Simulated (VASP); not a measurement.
Output of a VASP run:

File OSZICAR:
```
       N       E                     dE             d eps       ncg     rms          rms(c)
DAV:   1     0.465149670736E+02    0.46515E+02   -0.68039E+03  2288   0.118E+03
DAV:   2    -0.155528522568E+02   -0.62068E+02   -0.58397E+02  3031   0.241E+02
DAV:   3    -0.184361306027E+02   -0.28833E+01   -0.28516E+01  2985   0.430E+01
DAV:   4    -0.184811444443E+02   -0.45014E-01   -0.44878E-01  2979   0.469E+00
DAV:   5    -0.184818909543E+02   -0.74651E-03   -0.74624E-03  2886   0.465E-01    0.282E+01
DAV:   6    -0.163391980735E+02    0.21427E+01   -0.18987E+01  2683   0.268E+01    0.256E+01
DAV:   7    -0.161570520405E+02    0.18215E+00   -0.14227E+00  2654   0.790E+00    0.175E+01
DAV:   8    -0.161601657128E+02   -0.31137E-02   -0.11861E-01  2560   0.359E+00    0.567E+00
DAV:   9    -0.161553507960E+02    0.48149E-02   -0.18534E-02  2849   0.103E+00    0.477E-01
DAV:  10    -0.161555702678E+02   -0.21947E-03   -0.54428E-04  3047   0.228E-01    0.349E-01
DAV:  11    -0.161555540109E+02    0.16257E-04   -0.90682E-05  2897   0.725E-02    0.246E-02
DAV:  12    -0.161555547518E+02   -0.74093E-06   -0.34586E-06  2820   0.201E-02    0.880E-03
DAV:  13    -0.161555543581E+02    0.39370E-06   -0.56449E-07  2976   0.532E-03    0.376E-03
DAV:  14    -0.161555544340E+02   -0.75894E-07   -0.27062E-08  1777   0.175E-03
   1 F= -.16754885E+02 E0= -.16754885E+02  d E =0.000000E+00
```

### OUTCAR
```
------------------------ aborting loop because EDIFF is reached ----------------------------------------
 Edisp (eV)   -0.59933
  FORCE on cell =-STRESS in cart. coord.  units (eV):
  Direction    XX          YY          ZZ          XY          YZ          ZX
  --------------------------------------------------------------------------------------
  Total      -0.00620    -0.00620    -0.00620     0.00000    -0.00000    -0.00000
  in kB      -0.32967    -0.32967    -0.32967     0.00000    -0.00000    -0.00000
  external pressure =       -0.33 kB  Pullay stress =        0.00 kB
  volume of cell :       30.12
      direct lattice vectors                 reciprocal lattice vectors
     0.000000000  2.469541056  2.469541056    -0.202466770  0.202466770  0.202466770
     2.469541056  0.000000000  2.469541056     0.202466770 -0.202466770  0.202466770
     2.469541056  2.469541056  0.000000000     0.202466770  0.202466770 -0.202466770
 POSITION                                       TOTAL-FORCE (eV/Angst)
 -----------------------------------------------------------------------------------
      0.00000      0.00000      0.00000         0.000000     -0.000000     -0.000000
      2.46954      2.46954      2.46954        -0.000000      0.000000      0.000000
 -----------------------------------------------------------------------------------
    total drift:                                0.000000      0.000000      0.000000
  FREE ENERGIE OF THE ION-ELECTRON SYSTEM (eV)
  ---------------------------------------------------
  free  energy   TOTEN  =       -16.7548845201 eV

  energy  without entropy=      -16.7548845201  energy(sigma->0) =      -16.75488452

 total charge

# of ion       s       p       d       tot
------------------------------------------
    1        0.266   6.630   1.308   8.204
    2        1.250   2.403   0.000   3.653
--------------------------------------------------
tot          1.516   9.033   1.308  11.857
```
(Selected blocks of OUTCAR.)

### POSCAR
```
GdN
1
    0.0000000000     2.4695410556     2.4695410556
    2.4695410556     0.0000000000     2.4695410556
    2.4695410556     2.4695410556     0.0000000000
Gd N
1 1
Direct
  0.0000000000   0.0000000000   0.0000000000
  0.5000000000   0.5000000000   0.5000000000
```

Write an INCAR and KPOINTS that could have produced this output.

One answer among several that fit: the input of the run itself, PBE GGA with D3 dispersion (zero damping), plane waves, VASP's PBE PAW potentials (set 64).

INCAR:
```
! general
SYSTEM   =  GdN
PREC     =  Accurate
ENCUT    =  520   ! plane-wave cut-off (eV)
LREAL    =  .False.   ! projection in real space or not
LASPH    =  .True.   ! aspherical one-centre terms

! electronic loop
EDIFF    =  1E-7
NELM     =  100   ! most electronic steps
ALGO     =  Normal
LMAXMIX  =  6   ! l cut-off of mixed one-centre charges

! smearing
ISMEAR   =  -5   ! tetrahedra, Bloechl

! functional
GGA      =  PE   ! PBE
IVDW     =  11

! ions
ISIF     =  2   ! forces and stress, cell fixed

! output
LWAVE    =  .False.
LCHARG   =  .True.
LORBIT   =  11   ! lm-projected
NEDOS    =  601
```

### KPOINTS
```
kpoints
0
G
  14 14 14
0 0 0
```

POTCAR, in this order: Gd_3 N (PBE.64 set). Program: vasp_std.

The 4f electrons are frozen in the core of the lanthanide potential, so 4f levels, which can set the real gap, and their magnetism are missing. For a metal the tetrahedron method with Blöchl corrections gives inexact stress and forces.

The compound is GdN in the rock salt structure. It was relaxed first.
